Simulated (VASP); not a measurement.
Here is the system:

```
CELL_PARAMETERS angstrom
      2.83140     0.00000     0.00000
     -1.41570     2.45206     0.00000
      0.00000     0.00000     9.11004
ATOMIC_POSITIONS crystal
  Zn 0.00000 0.00000 0.00000
  Zn 0.00000 0.00000 0.50000
  Zn 0.33333 0.66667 0.25000
  Zn 0.66667 0.33333 0.75000
```

Level of theory: PBE GGA, VASP's PBE PAW potentials (set 64) (plane waves; VASP). Numerical set-up: 300 eV cut-off, 13×13×4 Γ-centred mesh, Gaussian smearing of 0.27 eV, potentials Zn.

At this cut-off the stress carries a Pulay error, which pulls relaxed volumes low.

Q: Give the stress tensor in GPa (positive for a compressed cell).

A: 
```
-2.77   0.00   0.00
 0.00  -2.77   0.00
 0.00   0.00  -2.44
```
The pressure is its mean diagonal, -2.66 GPa.

The structure was generated: Zn was put into an ordered model structure, which need not be its known phase. The cell was not relaxed at this level.
